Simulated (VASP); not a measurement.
Given:

```xyz
4
Lattice="3.9834 0.0000 0.0000 0.0000 3.9834 0.0000 0.0000 0.0000 4.9362" Properties=species:S:1:pos:R:3 pbc="T T T"
Pb     1.9917     3.9834     3.7414
Pb     0.0000     1.9917     1.1948
O      1.9917     1.9917     0.0000
O      3.9834     0.0000     0.0000
```

Computed with LDA (Ceperley-Alder, Perdew-Zunger), VASP's LDA PAW potentials (set 64) (plane waves; VASP). Numerical set-up: 520 eV cut-off, 6×6×5 Γ-centred mesh, Gaussian smearing of 0.050 eV, potentials Pb_d O.

Question: The ions and cell shape at fixed volume are relaxed. Predict the relaxed structure.

Answer: 
```xyz
4
Lattice="3.9524 0.0000 0.0000 0.0000 3.9524 0.0000 0.0000 0.0000 5.0140" Properties=species:S:1:pos:R:3 pbc="T T T"
Pb     1.9762     0.0000     3.8311
Pb     0.0000     1.9762     1.1828
O      1.9762     1.9762     0.0000
O      0.0000     0.0000     5.0140
```
Space group P4/nmm (129), at a tolerance of 0.03 Å.

Question: How much energy does the relaxation gain?

Answer: The energy (σ→0) changes by -3.5 meV/atom, in 8 ionic steps.

| step | E(σ→0) (eV) | max force (eV/Å) | pressure (GPa) | volume (Å³) |
|---|---|---|---|---|
| 1 | -24.3858 | 0.410 | -2.63 | 78.33 |
| 2 | -24.3961 | 0.094 | -1.53 | 78.33 |
| 3 | -24.3968 | 0.015 | -1.16 | 78.33 |
| 4 | -24.3982 | 0.014 | -1.03 | 78.33 |
| 5 | -24.3997 | 0.012 | -0.75 | 78.33 |
| 6 | -24.3998 | 0.011 | -0.68 | 78.33 |
| 7 | -24.3998 | 0.011 | -0.67 | 78.33 |
| 8 | -24.3998 | 0.005 | -0.72 | 78.33 |

The compound is PbO in the litharge structure. This cell is one point of a volume scan, at 1.03 of the reference volume. Symmetry was kept, so distortions that lower it aren't found.
